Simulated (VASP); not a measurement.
Computed with r2SCAN meta-GGA, VASP's PBE PAW potentials (set 64) (plane waves; VASP). Each cell was relaxed at this level, without spin-orbit coupling.

Problem. Which of these comes out without a gap?
A) AlN, P6_3mc (186)
B) BaTe, Fm-3m (225)
C) Al, Fm-3m (225)
D) BeTe, F-43m (216)

Solution. C, Al, Fm-3m (225). The others have gaps of 1.95 eV (BaTe, Fm-3m (225)), 4.93 eV (AlN, P6_3mc (186)), 2.37 eV (BeTe, F-43m (216)).
